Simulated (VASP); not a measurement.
**How smearing and plane-wave cutoff change a VASP run on Ni3Pt**

How sensitive are energy, pressure and forces of Ni3Pt to the smearing and plane-wave cutoff? The atoms are off their equilibrium sites, so that forces can be compared too. The series runs use r2SCAN. The smearing tried: ISMEAR = 0, SIGMA = 0.01; ISMEAR = 0, SIGMA = 0.05; ISMEAR = 0, SIGMA = 0.1; ISMEAR = 0, SIGMA = 0.2; ISMEAR = 0, SIGMA = 0.5; ISMEAR = 1, SIGMA = 0.01; ISMEAR = 1, SIGMA = 0.05; ISMEAR = 1, SIGMA = 0.1; ISMEAR = 1, SIGMA = 0.2; ISMEAR = 1, SIGMA = 0.5; ISMEAR = -5. The plane-wave cutoff tried: ENCUT = 160; ENCUT = 200; ENCUT = 240; ENCUT = 270; ENCUT = 310; ENCUT = 350; ENCUT = 430; ENCUT = 540. The atoms of the start are displaced at random from the sites of a Pm-3m cell.

Program: VASP 6.6.1. Level of theory: r2SCAN, spin-polarised from a ferromagnetic start; plane waves and PAW (Ni, Pt). Results are calculated unless marked as measured.

This is a report of a sequence of runs, with most program output left out.

**1. Starting point**

The structure is triclinic, space group P1 (No. 1). Conventional cell: a = 3.625 Å, b = 3.625 Å, c = 3.625 Å, α = 90.00°, β = 90.00°, γ = 90.00°. Ni has 8 Ni at 2.48 to 2.65 Å and 4 Pt at 2.52 to 2.60 Å nearest. Nearest to Ni lie 4 Pt at 2.51 to 2.62 Å and 8 Ni at 2.51 to 2.62 Å. Nearest to Ni lie 8 Ni at 2.48 to 2.65 Å and 4 Pt at 2.49 to 2.64 Å. Nearest to Pt lie 12 Ni at 2.49 to 2.64 Å. Farther neighbours are not listed.

As a file:

```xyz
4
Lattice="3.6246 0.0000 0.0000 0.0000 3.6246 0.0000 0.0000 0.0000 3.6246" Properties=species:S:1:pos:R:3 pbc="T T T"
Ni    1.8451    0.0683    1.8759
Ni    0.0346    1.8556    1.8361
Ni    1.8070    1.8298   -0.0099
Pt    0.0707   -0.0142    0.0445
```

**2. Smearing: ISMEAR = 0, SIGMA = 0.01**

Smearing steadies the sum over the Fermi surface at the price of an entropy term. r2SCAN adds the kinetic-energy density, costs more than a GGA and is run with LASPH.

The input, INCAR:

```
SYSTEM = Ni3Pt
PREC = Accurate
ENCUT = 400
EDIFF = 1E-06
NELM = 100
ISMEAR = 0
SIGMA = 0.01
LREAL = .FALSE.
ALGO = Normal
METAGGA = R2SCAN
LASPH = .TRUE.
NBANDS = 30
ISPIN = 2
MAGMOM = 1 1 1 0
LMAXMIX = 4
LORBIT = 11
LWAVE = .FALSE.
LCHARG = .FALSE.
KPAR = 4
ISIF = 2
```

The input, POSCAR:

```
Ni3Pt
1.0
    3.6245667900      0.0000000000      0.0000000000
    0.0000000000      3.6245667900      0.0000000000
    0.0000000000      0.0000000000      3.6245667900
Ni Pt
3 1
Direct
    0.5090410000      0.0188420000      0.5175610000
    0.0095480000      0.5119620000      0.5065660000
    0.4985550000      0.5048410000     -0.0027350000
    0.0195020000     -0.0039100000      0.0122770000
```

The input, KPOINTS:

```
Automatic mesh
0
Gamma
7 7 7
0 0 0
```

PAW data sets: Ni and Pt (PBE family, release 64).

Command:

```
$ mpirun -np 4 vasp_std
```

Elapsed: 8.7 min, on 4 MPI ranks of Intel Xeon Platinum 8559C (Emerald Rapids), shared host; peak memory 1.4 GiB.

The magnetic state follows from one typed start and may not be the lowest. The k-mesh is coarse for a metal. SCAN-type functionals tend to overstate the moments of itinerant magnets. The PAW data sets were made with PBE, which is usual practice but a small mismatch for other functionals.

Numbers from this step:

| Quantity | Value |
| --- | --- |
| SCF cycles | 41 |
| electrons | 40 |
| bands | 30 |
| irreducible k-points | 172 |
| symmetry operations | 1 |
| free energy (TOTEN) | -87.6289 eV |
| energy at zero smearing | -87.6286 eV |
| Fermi energy | 9.977 eV |
| pressure | 0.3207 GPa |
| moment of the cell, from the last line of the log | 2.770 μB |
| metallic | yes |

Spin moment in the PAW sphere by atom:

| atom | spin moment in the PAW sphere (μB) |
| --- | --- |
| Ni1 | 0.845 |
| Ni2 | 0.847 |
| Ni3 | 0.847 |
| Pt4 | 0.310 |

The series starts at -21.9072 eV an atom and 0.32 GPa, after 41 cycles in 8.7 min. The entropy term T·S comes to 0.11 meV an atom in size.

**3. Smearing: ISMEAR = 0, SIGMA = 0.05**

Changes to INCAR since step 2:

```diff
@@ -6,3 +6,3 @@
 ISMEAR = 0
-SIGMA = 0.01
+SIGMA = 0.05
 LREAL = .FALSE.
```

POSCAR is that of step 2.

KPOINTS is that of step 2.

Command:

```
$ mpirun -np 4 vasp_std
```

The job ended after 8.2 min (4 MPI ranks; peak memory 1.4 GiB).

Against the run before the energy at zero width moves by -0.08 meV an atom and the pressure by +0.08 GPa, after 40 cycles in 8.2 min. The entropy term T·S comes to 2.46 meV an atom in size.

**4. Smearing: ISMEAR = 0, SIGMA = 0.1**

Changes to INCAR since step 3:

```diff
@@ -6,3 +6,3 @@
 ISMEAR = 0
-SIGMA = 0.05
+SIGMA = 0.1
 LREAL = .FALSE.
```

POSCAR is that of step 3.

KPOINTS is that of step 3.

Command:

```
$ mpirun -np 4 vasp_std
```

Run time: 4.5 min. Hardware: 4 MPI ranks; peak memory 1.4 GiB.

Against the run before the energy at zero width moves by -0.81 meV an atom and the pressure by +0.25 GPa, after 27 cycles in 4.5 min. The entropy term T·S comes to 7.98 meV an atom in size.

**5. Smearing: ISMEAR = 0, SIGMA = 0.2**

Changes to INCAR since step 4:

```diff
@@ -6,3 +6,3 @@
 ISMEAR = 0
-SIGMA = 0.1
+SIGMA = 0.2
 LREAL = .FALSE.
```

POSCAR is that of step 4.

KPOINTS is that of step 4.

Command:

```
$ mpirun -np 4 vasp_std
```

The job ended after 3.9 min (4 MPI ranks; peak memory 1.3 GiB; 16 min of CPU time).

Against the run before the energy at zero width moves by -1.30 meV an atom and the pressure by -0.07 GPa, after 24 cycles in 3.9 min. The entropy term T·S comes to 26.75 meV an atom in size.

**6. Smearing: ISMEAR = 0, SIGMA = 0.5**

Changes to INCAR since step 5:

```diff
@@ -6,3 +6,3 @@
 ISMEAR = 0
-SIGMA = 0.2
+SIGMA = 0.5
 LREAL = .FALSE.
```

POSCAR is that of step 5.

KPOINTS is that of step 5.

Command:

```
$ mpirun -np 4 vasp_std
```

The job ended after 2.9 min (4 MPI ranks; peak memory 1.3 GiB; 12 min of CPU time).

Against the run before the energy at zero width moves by -3.17 meV an atom and the pressure by +0.24 GPa, after 17 cycles in 2.9 min. The entropy term T·S comes to 149.23 meV an atom in size.

**7. Smearing: ISMEAR = 1, SIGMA = 0.01**

Changes to INCAR since step 6:

```diff
@@ -5,4 +5,4 @@
 NELM = 100
-ISMEAR = 0
-SIGMA = 0.5
+ISMEAR = 1
+SIGMA = 0.01
 LREAL = .FALSE.
```

POSCAR is that of step 6.

KPOINTS is that of step 6.

Command:

```
$ mpirun -np 4 vasp_std
```

Elapsed: 8.5 min, on 4 MPI ranks; peak memory 1.4 GiB.

Against the first of the series the energy at zero width stays within 0.01 meV an atom; the pressure moves by +0.02 GPa, after 52 cycles in 8.5 min. The entropy term T·S comes to 0.00 meV an atom in size.

**8. Smearing: ISMEAR = 1, SIGMA = 0.05**

Changes to INCAR since step 7:

```diff
@@ -6,3 +6,3 @@
 ISMEAR = 1
-SIGMA = 0.01
+SIGMA = 0.05
 LREAL = .FALSE.
```

POSCAR is that of step 7.

KPOINTS is that of step 7.

Command:

```
$ mpirun -np 4 vasp_std
```

It took 6.9 min on 4 MPI ranks; peak memory 1.4 GiB.

Against the run before the energy at zero width moves by -0.32 meV an atom and the pressure by +0.02 GPa, after 43 cycles in 6.9 min. The entropy term T·S comes to 0.21 meV an atom in size.

**9. Smearing: ISMEAR = 1, SIGMA = 0.1**

Changes to INCAR since step 8:

```diff
@@ -6,3 +6,3 @@
 ISMEAR = 1
-SIGMA = 0.05
+SIGMA = 0.1
 LREAL = .FALSE.
```

POSCAR is that of step 8.

KPOINTS is that of step 8.

Command:

```
$ mpirun -np 4 vasp_std
```

Wall time 7.3 min (4 MPI ranks); peak memory 1.4 GiB.

Against the run before the energy at zero width moves by +0.16 meV an atom and the pressure by +0.11 GPa, after 44 cycles in 7.3 min. The entropy term T·S comes to 1.29 meV an atom in size.

**10. Smearing: ISMEAR = 1, SIGMA = 0.2**

Changes to INCAR since step 9:

```diff
@@ -6,3 +6,3 @@
 ISMEAR = 1
-SIGMA = 0.1
+SIGMA = 0.2
 LREAL = .FALSE.
```

POSCAR is that of step 9.

KPOINTS is that of step 9.

Command:

```
$ mpirun -np 4 vasp_std
```

The job ended after 6 min (4 MPI ranks; peak memory 1.4 GiB).

Against the run before the energy at zero width moves by -1.54 meV an atom and the pressure by +0.19 GPa, after 36 cycles in 6 min. The entropy term T·S comes to 2.20 meV an atom in size.

**11. Smearing: ISMEAR = 1, SIGMA = 0.5**

Changes to INCAR since step 10:

```diff
@@ -6,3 +6,3 @@
 ISMEAR = 1
-SIGMA = 0.2
+SIGMA = 0.5
 LREAL = .FALSE.
```

POSCAR is that of step 10.

KPOINTS is that of step 10.

Command:

```
$ mpirun -np 4 vasp_std
```

Wall time 3.2 min (4 MPI ranks); peak memory 1.4 GiB.

Against the run before the energy at zero width moves by -3.32 meV an atom and the pressure by -0.27 GPa, after 19 cycles in 3.2 min. The entropy term T·S comes to 6.39 meV an atom in size.

**12. Smearing: ISMEAR = -5**

Changes to INCAR since step 11:

```diff
@@ -5,4 +5,4 @@
 NELM = 100
-ISMEAR = 1
-SIGMA = 0.5
+ISMEAR = -5
+SIGMA = 0.05
 LREAL = .FALSE.
```

POSCAR is that of step 11.

KPOINTS is that of step 11.

Command:

```
$ mpirun -np 4 vasp_std
```

Run time: 7.1 min. Hardware: 4 MPI ranks; peak memory 1.4 GiB.

With tetrahedra the forces and stress of a metal are not exact derivatives of the energy.

Against the first of the series the energy at zero width moves by -4.41 meV an atom and the pressure by -0.06 GPa, after 41 cycles in 7.1 min.

**13. The smearing series as a table**

This step: convergence of r2SCAN results with the smearing; plane waves and PAW (VASP 6.6.1).

This step runs nothing: it gathers the runs above.

One cell and one 7×7×7 mesh. Free energy against width, by row:

| Gaussian width σ (eV) | free energy less that at the narrowest width (meV/atom) |
| --- | --- |
| 0.01 | 0 |
| 0.05 | -1.26 |
| 0.1 | -4.83 |
| 0.2 | -15.52 |
| 0.5 | -79.92 |

Differences are taken from the run with ISMEAR = 0, SIGMA = 0.01. Results of the series, by row:

| setting | status | energy less the reference (meV/atom) | pressure (GPa) | largest force difference (meV/Å) | moment (μB) | SCF cycles | wall time (s) |
| --- | --- | --- | --- | --- | --- | --- | --- |
| ISMEAR = 0, SIGMA = 0.01 | converged | 0 | 0.3207 | 0 | 2.77 | 41 | 524.1 |
| ISMEAR = 0, SIGMA = 0.05 | converged | -0.07998 | 0.4025 | 9.354 | 2.776 | 40 | 493.1 |
| ISMEAR = 0, SIGMA = 0.1 | converged | -0.8894 | 0.6546 | 22.26 | 2.81 | 27 | 272.1 |
| ISMEAR = 0, SIGMA = 0.2 | converged | -2.194 | 0.5886 | 25.73 | 2.8 | 24 | 236.1 |
| ISMEAR = 0, SIGMA = 0.5 | converged | -5.36 | 0.8288 | 36.93 | 2.616 | 17 | 175 |
| ISMEAR = 1, SIGMA = 0.01 | converged | -0.002065 | 0.3389 | 2.302 | 2.77 | 52 | 512.1 |
| ISMEAR = 1, SIGMA = 0.05 | converged | -0.3183 | 0.3567 | 20.55 | 2.763 | 43 | 414.1 |
| ISMEAR = 1, SIGMA = 0.1 | converged | -0.1588 | 0.4671 | 15.5 | 2.785 | 44 | 437.1 |
| ISMEAR = 1, SIGMA = 0.2 | converged | -1.699 | 0.6604 | 31.55 | 2.843 | 36 | 362.1 |
| ISMEAR = 1, SIGMA = 0.5 | converged | -5.02 | 0.395 | 23.77 | 2.806 | 19 | 191 |
| ISMEAR = -5 | converged | -4.414 | 0.2585 | 47.6 | 2.586 | 41 | 425.1 |

**14. Plane-wave cutoff: ENCUT = 160**

This step: r2SCAN, spin-polarised from a ferromagnetic start; plane waves and PAW (Ni, Pt) (VASP 6.6.1).

The basis grows with ENCUT, and energy and stress both move with it.

Changes to INCAR since step 12:

```diff
@@ -2,6 +2,6 @@
 PREC = Accurate
-ENCUT = 400
+ENCUT = 160
 EDIFF = 1E-06
 NELM = 100
-ISMEAR = -5
+ISMEAR = -1
 SIGMA = 0.05
```

POSCAR is that of step 12.

KPOINTS is that of step 12.

Command:

```
$ mpirun -np 4 vasp_std
```

It took 62 s on 4 MPI ranks; peak memory 0.69 GiB; 4 min of CPU time.

This step gave:

```yaml
scf_cycles: 19
free_energy_toten: -76.0956 eV
energy_at_zero_smearing: -76.0741 eV
fermi_energy: 9.297 eV
pressure: -405.0 GPa
moment_of_the_cell_from_the_last_line_of_the_log: 1.188 μB
```

Spin moment in the PAW sphere by atom:

| atom | spin moment in the PAW sphere (μB) |
| --- | --- |
| Ni1 | 0.333 |
| Ni2 | 0.333 |
| Ni3 | 0.337 |
| Pt4 | 0.250 |

The series starts at -19.0185 eV an atom and -405.04 GPa, after 19 cycles in 62 s.

**15. Plane-wave cutoff: ENCUT = 200**

Changes to INCAR since step 14:

```diff
@@ -2,3 +2,3 @@
 PREC = Accurate
-ENCUT = 160
+ENCUT = 200
 EDIFF = 1E-06
```

POSCAR is that of step 14.

KPOINTS is that of step 14.

Command:

```
$ mpirun -np 4 vasp_std
```

Elapsed: 2.9 min, on 4 MPI ranks; peak memory 0.77 GiB; 12 min of CPU time.

Against the run before the energy moves by -2498.75 meV an atom and the pressure by +312.18 GPa, after 26 cycles in 2.9 min.

**16. Plane-wave cutoff: ENCUT = 240**

Changes to INCAR since step 15:

```diff
@@ -2,3 +2,3 @@
 PREC = Accurate
-ENCUT = 200
+ENCUT = 240
 EDIFF = 1E-06
```

POSCAR is that of step 15.

KPOINTS is that of step 15.

Command:

```
$ mpirun -np 4 vasp_std
```

Run time: 3 min. Hardware: 4 MPI ranks; peak memory 0.87 GiB; 12 min of CPU time.

Against the run before the energy moves by -348.63 meV an atom and the pressure by +77.99 GPa, after 34 cycles in 3 min.

**17. Plane-wave cutoff: ENCUT = 270**

Changes to INCAR since step 16:

```diff
@@ -2,3 +2,3 @@
 PREC = Accurate
-ENCUT = 240
+ENCUT = 270
 EDIFF = 1E-06
```

POSCAR is that of step 16.

KPOINTS is that of step 16.

Command:

```
$ mpirun -np 4 vasp_std
```

It took 3.5 min on 4 MPI ranks; peak memory 0.93 GiB.

Against the run before the energy moves by -40.52 meV an atom and the pressure by +13.25 GPa, after 38 cycles in 3.5 min.

**18. Plane-wave cutoff: ENCUT = 310**

Changes to INCAR since step 17:

```diff
@@ -2,3 +2,3 @@
 PREC = Accurate
-ENCUT = 270
+ENCUT = 310
 EDIFF = 1E-06
```

POSCAR is that of step 17.

KPOINTS is that of step 17.

Command:

```
$ mpirun -np 4 vasp_std
```

Wall time 3.2 min (4 MPI ranks); peak memory 1.1 GiB.

Against the run before the energy moves by -6.66 meV an atom and the pressure by +2.50 GPa, after 33 cycles in 3.2 min.

**19. Plane-wave cutoff: ENCUT = 350**

Changes to INCAR since step 18:

```diff
@@ -2,3 +2,3 @@
 PREC = Accurate
-ENCUT = 310
+ENCUT = 350
 EDIFF = 1E-06
```

POSCAR is that of step 18.

KPOINTS is that of step 18.

Command:

```
$ mpirun -np 4 vasp_std
```

It took 3.2 min on 4 MPI ranks; peak memory 1.2 GiB; 13 min of CPU time.

Against the run before the energy moves by +3.54 meV an atom and the pressure by -0.38 GPa, after 33 cycles in 3.2 min.

**20. Plane-wave cutoff: ENCUT = 430**

Changes to INCAR since step 19:

```diff
@@ -2,3 +2,3 @@
 PREC = Accurate
-ENCUT = 350
+ENCUT = 430
 EDIFF = 1E-06
```

POSCAR is that of step 19.

KPOINTS is that of step 19.

Command:

```
$ mpirun -np 4 vasp_std
```

Wall time 6.9 min (4 MPI ranks); peak memory 1.5 GiB.

Against the run before the energy moves by +0.61 meV an atom and the pressure by +0.37 GPa, after 31 cycles in 6.9 min.

**21. Plane-wave cutoff: ENCUT = 540**

Changes to INCAR since step 20:

```diff
@@ -2,3 +2,3 @@
 PREC = Accurate
-ENCUT = 430
+ENCUT = 540
 EDIFF = 1E-06
```

POSCAR is that of step 20.

KPOINTS is that of step 20.

Command:

```
$ mpirun -np 4 vasp_std
```

It took 7.4 min on 4 MPI ranks; peak memory 1.9 GiB; 29 min of CPU time.

Against the run before the energy moves by -0.27 meV an atom and the pressure by +0.22 GPa, after 31 cycles in 7.4 min.

**22. The plane-wave cutoff series as a table**

This step: convergence of r2SCAN results with the cutoff; plane waves and PAW (VASP 6.6.1).

Derived from the runs above.

Differences are taken from the run with ENCUT = 540. Results of the series, by row:

| setting | status | energy less the reference (meV/atom) | pressure (GPa) | largest force difference (meV/Å) | moment (μB) | SCF cycles | wall time (s) |
| --- | --- | --- | --- | --- | --- | --- | --- |
| ENCUT = 160 | converged | 2891 | -405 | 738.4 | 1.188 | 19 | 62 |
| ENCUT = 200 | converged | 391.9 | -92.86 | 130.6 | 2.404 | 26 | 176 |
| ENCUT = 240 | converged | 43.3 | -14.87 | 49.12 | 2.774 | 34 | 179 |
| ENCUT = 270 | converged | 2.777 | -1.617 | 30.21 | 2.805 | 38 | 210 |
| ENCUT = 310 | converged | -3.887 | 0.8846 | 13.46 | 2.817 | 33 | 190 |
| ENCUT = 350 | converged | -0.3426 | 0.5046 | 12.86 | 2.814 | 33 | 192 |
| ENCUT = 430 | converged | 0.2681 | 0.8786 | 0.746 | 2.809 | 31 | 414.1 |
| ENCUT = 540 | converged | 0 | 1.103 | 0 | 2.808 | 31 | 442.1 |

**23. What came out**

```json
{"spread of the pressure over the smearing": "0.570 GPa", "spread of the energy over the smearing": "5.36 meV/atom", "plane-wave cutoff from which the energy stays within 10 meV/atom of the reference": "ENCUT = 270", "plane-wave cutoff from which the energy stays within 1 meV/atom of the reference": "ENCUT = 350", "plane-wave cutoff from which the pressure stays within 0.2 GPa of the reference": "none before the reference itself", "spread of the pressure over the plane-wave cutoff": "406 GPa", "spread of the energy over the plane-wave cutoff": "2895 meV/atom"}
```

**Reading.** The usual rule keeps the entropy term T·S under 1 meV an atom, which holds up to a width of 0.01 eV for Gaussian and 0.05 eV for first-order Methfessel-Paxton. That rule is made for Methfessel-Paxton; with the other schemes the zero-width estimate is the energy to use. Farthest in energy from the narrowest smearing lies ISMEAR = 0, SIGMA = 0.5 (-5.4 meV an atom, +0.51 GPa, 36.9 meV/Å in forces). On a fixed mesh a narrow width is not the exact answer for a metal: it samples the Fermi surface more noisily. From ENCUT = 350 on, the energy stays within 1 meV an atom of the reference, at 43 % of its time. The pressure doesn't settle within 0.2 GPa before the reference. These cutoffs are 0.6 to 2 times the default of the data sets, about 270 eV; at the default the run is off by +2.8 meV an atom, -2.72 GPa, 30.2 meV/Å in forces, and at 1.3 times by -0.3 meV an atom, -0.60 GPa, 12.9 meV/Å in forces. Energy differences between like cells converge faster than these totals. Differences are taken from the run with ENCUT = 540, which is itself not the exact limit. The runs at ENCUT = 160; ENCUT = 200; ENCUT = 240; ENCUT = 270 are over 30 meV an atom or 2 GPa off and describe the material poorly.

[Lines on the potential files, build, host, timing and source positions are cut from VASP's logs without a mark.]

[Logs are printed without paths, hosts, clocks, repeated set-up lines and the standing remarks that a program may print on its own settings, such as how far it seeks lower states.]

[Hosts, paths, dates, database ids (printed as entryN), source tags and the programs' standing remarks are cut or masked in the printed files.]

[A measured line is paired with the nearest computed mode of its activity, which favours agreement.]
